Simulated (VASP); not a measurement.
VASP runs on ZnO (space group P3_221) share one base input (PBE GGA, plane waves, VASP's PBE PAW potentials (set 64)) and change the settings named in each case.

### KPOINTS
```
Automatic mesh
0
Gamma
6 6 3
0 0 0
```

### INCAR
```
# general
SYSTEM  = ZnO
PREC    = Accurate
ENCUT   = 400
LREAL   = .FALSE.   # projection in real space or not
LASPH   = .TRUE.

# electronic loop
EDIFF   = 1E-6   # SCF stop (eV)
NELM    = 100   # most electronic steps
ALGO    = Normal   # blocked Davidson
LMAXMIX = 4

# smearing
ISMEAR  = -1
SIGMA   = 0.136

# functional
GGA     = PE

# ions
ISIF    = 2

# output
LWAVE   = .FALSE.
LCHARG  = .FALSE.
```

**POSCAR**
```
ZnO
1
    3.0928380000     0.0000000000     0.0000000000
   -1.5464190000     2.6784760000     0.0000000000
    0.0000000000     0.0000000000     7.0855450000
Zn O
3 3
Direct
  0.7198000000   0.0000000000   0.6666670000
  0.0000000000   0.7198000000   0.3333330000
  0.2802000000   0.2802000000   0.0000000000
  0.4889000000   0.0000000000   0.1666670000
  0.0000000000   0.4889000000   0.8333330000
  0.5111000000   0.5111000000   0.5000000000
```

POTCAR, in this order: Zn O (PBE.64 set). Program: vasp_std.

```tsv
change	E(σ→0) (eV/atom)	pressure (GPa)	−TS (eV)
base run	-4.0221	31.57	-0.0002
GGA removed, POTCAR Zn O (LDA.64 set)	-4.9628	[?]	-0.0002
KPOINTS 1×1×1 Γ-centred mesh	-2.1333	51.79	-0.0505
LDAU = .TRUE., LDAUJ = 0 0, LDAUL = 2 -1, LDAUTYPE = 2, LDAUU = 7.0 0	-4.1173	10.34	-0.0001
```

Task: What belongs in the gaps?

Result: 
- GGA removed, POTCAR Zn O (LDA.64 set), pressure (GPa): 16.14

Energies of different potentials or functionals have different zeros.  At 400 eV the pressure can carry a Pulay error.

Left out are runs that ran out of time, are held back, or changed the cell or the kind of run, fixed moments of cells without a moment, rows past the twelfth, gaps on odd meshes, pressures of charged cells and columns that move by less than the noise.

The structure was generated: ZnO was put into an ordered model structure, which need not be its known phase. The cell was not relaxed at this level.
